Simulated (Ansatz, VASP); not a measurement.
# Cross-check of PtSe (rocksalt type (invented)) between VASP and Ansatz

Aim: how closely do two programs agree when they are given the same cell, functional and k mesh? The cell is generated by rule, not measured, and may not be a known phase. The cell is taken from a series of runs on this material, whose earlier steps may have relaxed, scaled, displaced or heated it; both programs get it as it stands.

Method: plane waves, with VASP 6.6.1 beside it; relaxation of cell and atoms at PBEsol, in Ansatz 0.2.0.

**1. The starting structure**

Symmetry: Fm-3m, No. 225, cubic system. The conventional cell has a = 5.214 Å, b = 5.214 Å, c = 5.214 Å, α = 90.00°, β = 90.00°, γ = 90.00°. Nearest to Pt lie 6 Se at 2.61 Å. Se has 6 Pt at 2.61 Å nearest. Farther neighbours and most contacts between anions are not listed.

**2. VASP: relaxation of cell and atoms, PBEsol**

The relaxed volume is the usual yardstick between codes: in a stiff, nearly cubic crystal its relative difference is about their pressure difference at one cell divided by the bulk modulus.

Lines of VASP's logs that name or quote its potential files are left out, and so is its time.

The input, INCAR:

```
SYSTEM = PtSe
PREC = Accurate
ENCUT = 500
EDIFF = 1E-07
NELM = 120
ISMEAR = 0
SIGMA = 0.1
LREAL = .FALSE.
ALGO = Normal
GGA = PS
NBANDS = 14
LASPH = .TRUE.
LORBIT = 11
LWAVE = .FALSE.
LCHARG = .FALSE.
ISIF = 3
IBRION = 2
NSW = 80
EDIFFG = -0.005
GGA_COMPAT = .FALSE.
NELMIN = 4
```

The input, POSCAR:

```
PtSe
1.0
    0.0000000000      2.6071660000      2.6071660000
    2.6071660000      0.0000000000      2.6071660000
    2.6071660000      2.6071660000      0.0000000000
Pt Se
1 1
Direct
    0.0000000000      0.0000000000      0.0000000000
    0.5000000000      0.5000000000      0.5000000000
```

The input, KPOINTS:

```
Automatic mesh
0
Gamma
14 14 14
0 0 0
```

The projector-augmented-wave data sets are Pt and Se (PBE family, release 64).

The run is started by

```console
> mpirun -np 1 vasp_std
```

Numbers of over 12 decimals in the logs are rounded to 6 here.

Output:

```text
[banner, memory and clock lines left out]
running    1 mpi-ranks, on    1 nodes
 distrk:  each k-point on    1 cores,    1 groups
 distr:  one band on    1 cores,    1 groups

 POSCAR found type information on POSCAR PtSe
 POSCAR found :  2 types and       2 ions
|                                                                             |
|               ----> ADVICE to this user running VASP <----                  |
|                                                                             |
|     You enforced a specific xc type in the INCAR file but a different       |
|     [... a line on the potential file left out ...]
|     I HOPE YOU KNOW WHAT YOU ARE DOING!                                     |
|                                                                             |

 LDA part: xc-table for (Slater+PW92), standard interpolation
 POSCAR, INCAR and KPOINTS ok, starting setup
 FFT: planning ... GRIDC
 FFT: planning ... GRID_SOFT
 FFT: planning ... GRID
 WAVECAR not read
 entering main loop
       N       E                     dE             d eps       ncg     rms          rms(c)
DAV:   1     0.703560446218E+02    0.70356E+02   -0.72966E+03  3024   0.993E+02
DAV:   2    -0.890888136027E+01   -0.79265E+02   -0.72449E+02  3572   0.204E+02
DAV:   3    -0.111253453397E+02   -0.22165E+01   -0.21994E+01  3554   0.340E+01
DAV:   4    -0.111369443310E+02   -0.11599E-01   -0.11598E-01  3446   0.275E+00
DAV:   5    -0.111370625708E+02   -0.11824E-03   -0.11824E-03  3626   0.285E-01    0.105E+01
DAV:   6    -0.109232439353E+02    0.21382E+00   -0.74549E-01  3122   0.812E+00    0.612E+00
DAV:   7    -0.109008348324E+02    0.22409E-01   -0.42525E-02  3116   0.222E+00    0.324E+00
DAV:   8    -0.108955739934E+02    0.52608E-02   -0.16245E-02  3386   0.104E+00    0.241E-01
DAV:   9    -0.108952842380E+02    0.28976E-03   -0.71151E-04  3194   0.201E-01    0.870E-02
DAV:  10    -0.108952583599E+02    0.25878E-04   -0.21855E-04  3560   0.119E-01    0.155E-02
DAV:  11    -0.108952585656E+02   -0.20568E-06   -0.20561E-06  3464   0.141E-02    0.474E-03
DAV:  12    -0.108952581924E+02    0.37313E-06   -0.64705E-07  3518   0.682E-03    0.667E-04
DAV:  13    -0.108952581918E+02    0.60595E-09   -0.77471E-08  1780   0.193E-03
   1 F= -.10895258E+02 E0= -.10891646E+02  d E =-.108953E+02
 curvature:   0.00 expect dE= 0.000E+00 dE for cont linesearch  0.000E+00
 trial: gam= 0.00000 g(F)=  0.939E-63 g(S)=  0.524E-04 ort = 0.000E+00 (trialstep = 0.100E+01)
 search vector abs. value=  0.524E-04
 bond charge predicted
       N       E                     dE             d eps       ncg     rms          rms(c)
DAV:   1    -0.108957064974E+02   -0.44830E-03   -0.80578E-03  3020   0.813E-01    0.133E-01
DAV:   2    -0.108952937823E+02    0.41272E-03   -0.13466E-03  3074   0.356E-01    0.563E-02
DAV:   3    -0.108952543034E+02    0.39479E-04   -0.40049E-05  3158   0.628E-02    0.308E-02
DAV:   4    -0.108952474403E+02    0.68631E-05   -0.37809E-05  3332   0.409E-02    0.115E-02
DAV:   5    -0.108952479657E+02   -0.52539E-06   -0.13823E-06  3110   0.833E-03    0.564E-03
DAV:   6    -0.108952482610E+02   -0.29535E-06   -0.21345E-07  3436   0.360E-03    0.463E-04
DAV:   7    -0.108952482728E+02   -0.11813E-07   -0.13010E-08  1546   0.875E-04
   2 F= -.10895248E+02 E0= -.10891626E+02  d E =0.991901E-05
 trial-energy change:    0.000010  1 .order    0.000012   -0.000052    0.000076
 step:   0.4296(harm=  0.4081)  dis= 0.00000  next Energy=   -10.895270 (dE=-0.114E-04)
 bond charge predicted
       N       E                     dE             d eps       ncg     rms          rms(c)
DAV:   1    -0.108954204421E+02   -0.17218E-03   -0.26210E-03  2996   0.464E-01    0.757E-02
DAV:   2    -0.108952863811E+02    0.13406E-03   -0.43849E-04  3020   0.203E-01    0.324E-02
DAV:   3    -0.108952729003E+02    0.13481E-04   -0.13018E-05  3158   0.358E-02    0.178E-02
DAV:   4    -0.108952698080E+02    0.30922E-05   -0.12312E-05  3284   0.233E-02    0.663E-03
DAV:   5    -0.108952697615E+02    0.46562E-07   -0.45332E-07  3158   0.476E-03
   3 F= -.10895270E+02 E0= -.10891653E+02  d E =-.115696E-04
 curvature:  -0.20 expect dE=-0.222E-07 dE for cont linesearch -0.222E-07
 trial: gam= 0.00000 g(F)=  0.581E-61 g(S)=  0.109E-06 ort =-0.239E-05 (trialstep = 0.886E+00)
 search vector abs. value=  0.109E-06
 reached required accuracy - stopping structural energy minimisation
```

OUTCAR, selected parts (step 2):

```text
ion  position               nearest neighbor table
   1  0.000  0.000  0.000-   2 2.61   2 2.61   2 2.61   2 2.61   2 2.61   2 2.61
   2  0.500  0.500  0.500-   1 2.61   1 2.61   1 2.61   1 2.61   1 2.61   1 2.61

  LATTYP: Found a face centered cubic cell.
 ALAT       =     5.2143320000

 Subroutine GETGRP returns: Found 48 space group operations
 (whereof 48 operations were pure point group operations)

The static configuration has the point symmetry O_h .

 Found    104 irreducible k-points:

   k-points           NKPTS =    104   k-points in BZ     NKDIM =    104   number of bands    NBANDS=     14

   dimension x,y,z NGX =    28 NGY =   28 NGZ =   28
   dimension x,y,z NGXF=    56 NGYF=   56 NGZF=   56

   ENCUT  =  500.0 eV  36.75 Ry    6.06 a.u.   6.72  6.72  6.72*2*pi/ulx,y,z

   NELECT =      16.0000    total number of electrons

 k-points in reciprocal lattice and weights: Automatic mesh
   0.00000000  0.00000000  0.00000000       0.000
   0.07142857  0.00000000  0.00000000       0.003
   0.14285714  0.00000000  0.00000000       0.003
   0.21428571  0.00000000  0.00000000       0.003
   0.28571429  0.00000000  0.00000000       0.003
   0.35714286  0.00000000  0.00000000       0.003
   0.42857143  0.00000000  0.00000000       0.003
   0.50000000  0.00000000  0.00000000       0.001
   0.07142857  0.07142857  0.00000000       0.002
[...]
-0.28571429  0.42857143  0.21428571       0.009
  -0.28571429  0.50000000  0.21428571       0.004

 average (electrostatic) potential at core
       1 -65.5766       2 -51.3138

 E-fermi :   7.9579

 k-point     1 :       0.0000    0.0000    0.0000
  band No.  band energies     occupation
    ...
      5       4.6258      2.00000
      6       4.6258      2.00000
      7       6.4768      2.00000
      8       6.4768      2.00000
      9       6.4768      2.00000
     10       9.5048      0.00000
     11      17.5094      0.00000
     12      19.6007      0.00000
     13      19.6007      0.00000
     14      19.6007      0.00000

 k-point     2 :       0.0714    0.0000    0.0000
  band No.  band energies     occupation
    ...
      5       4.6585      2.00000
      6       4.6585      2.00000
      7       6.1500      2.00000
      8       6.8406      2.00000
      9       6.8406      2.00000
     10      10.0661      0.00000
     11      17.3100      0.00000
     12      19.2835      0.00000
     13      19.3489      0.00000
     14      19.3489      0.00000

 k-point     3 :       0.1429    0.0000    0.0000
  band No.  band energies     occupation
    ...
      5       4.7911      2.00000
      6       4.7911      2.00000
      7       5.8007      2.00000
      8       7.6020      2.00000
      9       7.6020      2.00000
     10      11.1808      0.00000
     11      16.5734      0.00000
     12      18.5216      0.00000
     13      18.5216      0.00000
     14      19.1118      0.00000

  Total        0.0012264      0.0012264      0.0012264     -0.0000000     -0.0000000     -0.0000000
  in kB        0.0554839      0.0554839      0.0554839     -0.0000000     -0.0000000     -0.0000000
  external PRESSURE =       0.0554839 kB  Pullay stress =       0.0000000 kB

  energy-cutoff  :      500.00
  volume of cell :       35.41
      direct lattice vectors                 reciprocal lattice vectors
    -0.000000000  2.606439327  2.606439327    -0.191832587  0.191832587  0.191832587
     2.606439327 -0.000000000  2.606439327     0.191832587 -0.191832587  0.191832587
     2.606439327  2.606439327  0.000000000     0.191832587  0.191832587 -0.191832587

 POSITION                                       TOTAL-FORCE (eV/Angst)
 -----------------------------------------------------------------------------------
      0.00000     -0.00000      0.00000         0.000000      0.000000     -0.000000
      2.60644      2.60644      2.60644         0.000000     -0.000000      0.000000
 -----------------------------------------------------------------------------------
    total drift:                                0.000000      0.000000      0.000000

  FREE ENERGIE OF THE ION-ELECTRON SYSTEM (eV)
  ---------------------------------------------------
  free  energy   TOTEN  =       -10.8952697615 eV

  energy  without entropy=      -10.8880368355  energy(sigma->0) =      -10.89165330

 reached required accuracy - stopping structural energy minimisation

 total charge
# of ion       s       p       d       tot
------------------------------------------
    1        0.644   0.423   8.196   9.262
    2        1.472   2.184   0.113   3.768
--------------------------------------------------
tot          2.116   2.606   8.309  13.031

[... 3 further parts left out ...]
```

The PAW data sets were made with PBE, which is usual practice but a small mismatch for other functionals. The run keeps the 48 symmetry operations of its start, so it cannot find a distortion of lower symmetry.

**3. Ansatz: relaxation of cell and atoms, PBEsol**

Ansatz runs on its default PAW (the set named soft_2) files.

The same cell, functional, mesh and smearing now go to Ansatz, which takes its cutoff from its data sets.

The input, input.yaml:

```yaml
crystal:
  lattice:
    - [0.0, 2.6071663828, 2.6071663828]
    - [2.6071663828, 0.0, 2.6071663828]
    - [2.6071663828, 2.6071663828, 0.0]
  atoms:
    - { symbol: Pt, position: [0.0, 0.0, 0.0] }
    - { symbol: Se, position: [0.5, 0.5, 0.5] }
kpoints:
  mp_grid: { grid: [14, 14, 14] }
hamiltonian:
  xc: pbesol
scf:
  occupations: { method: gaussian, width: 0.1 }
output:
  forces: true
  stress: true
  eigenvalues: true
relax:
  adjacent_minimum: "off"
  f_tol: 0.005
  max_steps: 80
  cell: { stress_tol: 0.05 }
```

The run is started by

```console
> ansatz run input.yaml --threads 2 --pin off --max-ram 5120MiB --backend cpu --events-out ev --progress --plain --runs-dir out
```

Output:

```text
Engine: ansatz 0.2.0, x86_64-unknown-linux-gnu
Pseudopotentials: kind: paw
Pseudopotential: Pt, paw, valence charge 18, recommended cutoff 420 eV (normal), Pt.paw.azcp
Pseudopotential: Se, paw, valence charge 16, recommended cutoff 420 eV (normal), Se.paw.azcp
Functional definition: PBEsol
  exchange = pbesol_x
  correlation = pbesol_c
Crystal: 2 atoms, lattice volume = 35.443 Å³
Basis set: ecut = 420 eV, 701 PW (Γ), exchange–correlation on 50×50×50 points (8 copies of the dense FFT grid, shifted against one another)
Bands: 21, of which v1, the nominal top of the filled ones, is band 17 counted from 1 (16 counted from 0)
Symmetry: 48 space group operations
Space group: Fm-3m (ITA 225), of the structure as read, at distance tolerance 3.3e-5 Å
k-points: 104 of 2744
Non-local potential: Pt, projectors of the file, l = 0: 3, l = 1: 2, l = 2: 2, l = 3: 1
Non-local potential: Se, projectors of the file, l = 0: 2, l = 1: 2, l = 2: 3, l = 3: 1
PAW form: soft (Blöchl's): semilocal exchange-correlation on the pseudo side does not see the compensation charge
PAW frozen core: Pt, regenerated for the run's functional, and the local potential with it (the file was generated under x = pbe(κ = 0.804, μ = 0.219515), c = pbe(β = 0.066725))
PAW frozen core: Se, regenerated for the run's functional, and the local potential with it (the file was generated under x = pbe(κ = 0.804, μ = 0.219515), c = pbe(β = 0.066725))
PAW one-centre angular grid: Pt, 590 points (default); XC on 64 Gauss nodes
PAW one-centre angular grid: Se, 590 points (default); XC on 64 Gauss nodes
Initial density: superposition of atomic densities (neutral atoms: chi_scale 0, normalization atom), corrected by the library's trained network
Initial wavefunctions: pseudopotential atomic-orbital guess
Functional: x = pbesol(κ = 0.804, μ = 0.123457), c = pbesol(β = 0.046)
SCF iter   1: F=—  HF=-17808.105363 eV  |F-HF|=—  |Δ(HF+E_count)|=         —  Δρ=7.65e-3  dr2=2.76e-2  ethr=1.77e-3  ⟨swp⟩=5.0  Hψ=9235  notcnv=0
preconditioner: auto → Kerker (q_TF=auto, 2.709 Å⁻¹)  [metal: Δε(μ)=0.047 eV  Ē_g=10.053 eV  σ=0.100 eV  W_gap=0.25  n_scr=14 (ndim 8)  ℏωp=24.9 eV  f_vac=0.002  D(μ)=1.48/eV (n_scr^D=14)]
SCF iter   2: F=—  HF=-17808.099635 eV  |F-HF|=—  |Δ(HF+E_count)|=   5.73e-3  Δρ=2.61e-3  dr2=2.63e-3  ethr=8.12e-5  ⟨swp⟩=1.9  Hψ=3356  notcnv=0
SCF iter   3: F=—  HF=-17808.099194 eV  |F-HF|=—  |Δ(HF+E_count)|=   4.41e-4  Δρ=1.17e-3  dr2=4.07e-4  ethr=7.74e-6  ⟨swp⟩=2.1  Hψ=2735  notcnv=0  defer=3
SCF iter   4: F=—  HF=-17808.099194 eV  |F-HF|=—  |Δ(HF+E_count)|=   1.57e-7  Δρ=2.59e-4  dr2=3.15e-5  ethr=1.20e-6  ⟨swp⟩=2.0  Hψ=3732  notcnv=0  defer=3
SCF iter   5: F=—  HF=-17808.099193 eV  |F-HF|=—  |Δ(HF+E_count)|=   2.95e-7  Δρ=1.30e-4  dr2=5.87e-6  ethr=9.25e-8  ⟨swp⟩=2.0  Hψ=3430  notcnv=0  defer=3
SCF iter   6: F=—  HF=-17808.099193 eV  |F-HF|=—  |Δ(HF+E_count)|=   3.92e-7  Δρ=3.02e-5  dr2=2.45e-7  ethr=1.73e-8  ⟨swp⟩=2.0  Hψ=3528  notcnv=0  defer=3
SCF iter   7: F=-17808.099193 eV  HF=-17808.099193 eV  |F-HF|=4.89e-9  |Δ(HF+E_count)|=   1.19e-7  Δρ=6.59e-6  dr2=1.04e-8  ethr=2.94e-10  ⟨swp⟩=4.6  Hψ=7320  notcnv=0
SCF 1 converged in 7 iterations: F = -17808.099193 eV  dr2 = 1.04e-8
  greatest PAW one-centre occupation: 1.000 electrons in one spin orbital (limit 2), on the Se atom at site 1 (counted from 0), in its partial waves of l = 2
relax step   1: F+E_penalty+E_count = -17808.09919310 eV  Δ(F+E_penalty+E_count) = +0.000e0 eV  max|allowed force component| = 1.052e-29 eV/Å  Δτ_max = 0.0000 Å  P = -0.199 GPa  Ω = 35.443 Å³  (7 SCF iters, dr2 threshold 1.00e-7 eV, accepted)
[...]
relax step   2: F+E_penalty+E_count = -17808.09922642 eV  Δ(F+E_penalty+E_count) = -3.332e-5 eV  max|allowed force component| = 8.415e-30 eV/Å  Δτ_max = 0.0000 Å  P = +0.142 GPa  Ω = 35.364 Å³  energy of the carried Pulay correction = +1.886e-5 eV  (4 SCF iters, dr2 threshold 9.91e-8 eV, accepted)
[...]
relax step   3: F+E_penalty+E_count = -17808.09923313 eV  Δ(F+E_penalty+E_count) = -6.714e-6 eV  max|allowed force component| = 5.654e-30 eV/Å  Δτ_max = 0.0000 Å  P = -0.000 GPa  Ω = 35.397 Å³  energy of the carried Pulay correction = +1.103e-5 eV  (3 SCF iters, dr2 threshold 5.01e-8 eV, accepted)
[...]
relax step   4: F+E_penalty+E_count = -17808.09922479 eV  Δ(F+E_penalty+E_count) = +8.346e-6 eV  max|allowed force component| = 3.755e-30 eV/Å  Δτ_max = 0.0000 Å  P = -0.000 GPa  Ω = 35.397 Å³  stress off target by 2.09e-4 GPa  SCF on the basis re-selected at this cell (its energy is not comparable with the rows above)  (5 SCF iters)
basis re-selected at this cell: Δ(F+E_penalty+E_count) = +8.346e-6 eV, ΔP = +0.000 GPa vs the last step (what re-selecting the basis moved, of the pressure what is left beyond the Pulay correction that the steps carried, after the strain that the cell walked since its last selection, with what the two solves' SCF thresholds leave and, on support functions, any second-order correction that the steps lacked; it is no m [...]
SCF converged after 5 iterations
Free energy (F): -17808.099225 eV
Harris-Foulkes:  -17808.099225 eV  (|F-HF|=3.64e-12)
Internal energy: -17808.091987 eV  (E = F + TS)
E sigma→0 (E₀):  -17808.095606 eV
Entropy (-TS):   -0.007237 eV (-3.619 meV/atom)
Fermi energy:    16.374296 eV
--- Per-component energies (eV) ---
  E_band       = -518.935295
  E_kinetic    = 758.679132
  E_local      = -3769.512121  (includes V_loc(G=0)·N_el)
  E_nonlocal   = -385.335367
  E_hartree    = 1678.166586
  E_xc         = -363.704190
  E_vxc        = -400.632170  (∫ρ·V_xc dr)
  E_paw        = -11187.212087  (= ΣΔE_a)
  E_vpaw       = -78.467648  (= ΣTr[D̂ρ^β])
  E_aug_tail   = -0.000383  (compensation charges beyond the density's cutoff)
  E_ewald      = -4540.468989
  E_core_change = 1.295432  (= ΣΔE_core)
  E_smearing   = -0.007237  (= −TS)
  E_closure    = 0.000000  (closes the sum)
  Σ components = -17808.099225   (vs F -17808.099225, Δ=0.00e0)
--- Forces (eV/Å), atoms counted from 1 ---
  atom   1  Pt    -0.00000000     0.00000000    -0.00000000
  atom   2  Se    -0.00000000     0.00000000     0.00000000
  max |Σ_I F_I| component: 7.21e-30 eV/Å
--- Stress (GPa, compression-positive) ---
       -0.000209       0.000000       0.000000
        0.000000      -0.000209       0.000000
        0.000000       0.000000      -0.000209
  P = ⅓ Tr σ = -0.0002 GPa (-0.002 kbar)
--- Band table (eV; the first three rows and the last of 104) ---
  k-point 0: bands = [... 13 lower, 13.0396, 13.0396, 14.8879, 14.8879, 14.8879, 17.9212, 25.9150, 28.0633]
  k-point 1: bands = [... 13 lower, 13.0686, 13.0686, 14.5620, 15.2525, 15.2525, 18.4817, 25.7231, 27.7250]
  k-point 2: bands = [... 13 lower, 13.2012, 13.2012, 14.2131, 16.0152, 16.0152, 19.5957, 24.9978, 26.9692]
  k-point 103: bands = [... 13 lower, 14.3132, 14.4994, 14.5258, 14.5322, 14.9693, 21.1837, 24.7938, 24.8403]
--- Relaxed structure (3 steps of the walk, 3 accepted, 1 SCFs on fresh bases) ---
  F+E_penalty+E_count = -17808.09922479 eV   max|allowed force component| = 3.755e-30 eV/Å   (the final SCF, on the basis selected at the relaxed cell)
  cell:  # Å, volume = 35.3969 Å³
    - [0, 2.606024, 2.606024]
    - [2.606024, 0, 2.606024]
    - [2.606024, 2.606024, 0]
  atoms:
    - { symbol: Pt, position: [0, 0, 0] }
    - { symbol: Se, position: [0.5, 0.5, 0.5] }
```

The column dr2 measures how far the density is from self-consistency, as an energy; F and HF (Harris–Foulkes) agree once it is small.

**4. Differences**

Known differences besides the potentials themselves: the data sets hold 34 valence electrons in Ansatz (on its default PAW (the set named soft_2) files) and 16 in VASP; the cutoff is 420 eV in Ansatz and 500 eV in VASP; Ansatz makes its cores anew for this functional, VASP keeps those of its PBE data sets; Ansatz adds a Pulay correction to the stress that steers its cell, VASP none. Total energies have different zeros and are not compared.

Both answers:

```tsv
quantity	Ansatz	VASP	difference
volume (Å³)	35.40	35.41	-0.05 %
edge a after relaxation, in the typed setting (Å)	3.686	3.686	-0.02 %
```

**5. What came out**

```yaml
difference_in_volume_relaxation_of_cell_and_atoms_pbesol: -0.048 %
```

What this shows: The difference in volume is -0.048 % (relaxation of cell and atoms, PBEsol), within the 1.2 % picked in this series as the mark of a large difference, as far as the stopping tolerances let one tell. The data sets hold unlike numbers of valence electrons (34 in Ansatz and 16 in VASP), so part of the differences comes from the potentials. How closely two codes agree says nothing of how well the functional describes the real material.

[Lines on the potential files, build, host, timing and source positions are cut from VASP's logs without a mark.]

[Logs are printed without paths, hosts, clocks, repeated set-up lines and the standing remarks that a program may print on its own settings, such as how far it seeks lower states.]

[Hosts, paths, dates, database ids (printed as entryN), source tags and the programs' standing remarks are cut or masked in the printed files.]
